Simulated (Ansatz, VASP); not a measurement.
**One calculation of AlSi2Cl, two programs**

```
Al Si Cl
1.0
     4.48531    0.00000    0.00000
    -2.24265    3.88439    0.00000
     0.00000    0.00000    5.12656
Al Si Cl
1 2 1
Direct
  0.00000 0.00000 0.50000
  0.33333 0.66667 0.50000
  0.66667 0.33333 0.50000
  0.00000 0.00000 0.00000
```

Alike in both runs: functional PBE; k mesh 12 × 12 × 10; occupations gaussian, width 0.1 eV; no spin polarisation.

Ansatz relaxed the structure, and its values are those at the end. VASP's run is a single point on that final structure, the one shown.

|  | VASP | Ansatz |
| --- | --- | --- |
| version | VASP 6.6.1 | Ansatz 0.2.0 |
| potentials or method | VASP PAW PBE potentials, release 64 (Al, Si, Cl) | scalar-relativistic, plane waves, PAW |
| plane-wave cutoff (eV) | 520 | 420 |
| valence electrons in the cell | 18 | 18 |

```csv
,VASP,Ansatz,Ansatz less VASP
gap on the k mesh at the Fermi level (eV),none,none,-
pressure (GPa),0.0,0.0,+0.05
```

A gap of «none» marks a metal or a gap that the smearing closes.
